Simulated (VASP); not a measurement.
```yaml
crystal:
  lattice:
    - [4.05696, 0.00000, 0.00000]
    - [0.00000, 4.05696, 0.00000]
    - [0.00000, 0.00000, 4.05696]
  atoms:
    - { symbol: Sc, position: [0.00000, 0.00000, 0.00000] }
    - { symbol: Al, position: [0.00000, 0.50000, 0.50000] }
    - { symbol: Al, position: [0.50000, 0.00000, 0.50000] }
    - { symbol: Al, position: [0.50000, 0.50000, 0.00000] }
```

Calculation: PBE GGA with D4 dispersion, VASP's PBE PAW potentials (set 64) (plane waves; VASP 6.6.1). Settings: 520 eV cut-off, Gaussian smearing of 0.050 eV, potentials Sc_sv Al.

### Question
Give the energies of bands 5 to 13 at the high-symmetry points, in eV from the Fermi level.

### Answer

```
band       Γ      X      M      R
----  ------  -----  -----  -----
5     -10.13  -8.22  -6.82  -4.81
6      -2.62  -7.38  -5.65  -4.81
7      -2.62  -1.73  -5.65  -4.81
8      -1.80  -1.73  -4.39  -4.54
9      -1.80  -1.49  -0.52  -2.96
10     -1.80   1.02  -0.52  -2.96
11      1.28   1.06   1.23  -2.96
12      1.35   1.06   1.43   1.05
13      1.35   1.38   2.17   2.71
```

It has no gap at this level: it comes out as a metal or semimetal.

The compound is Al3Sc in the L1_2 structure. It was relaxed first.
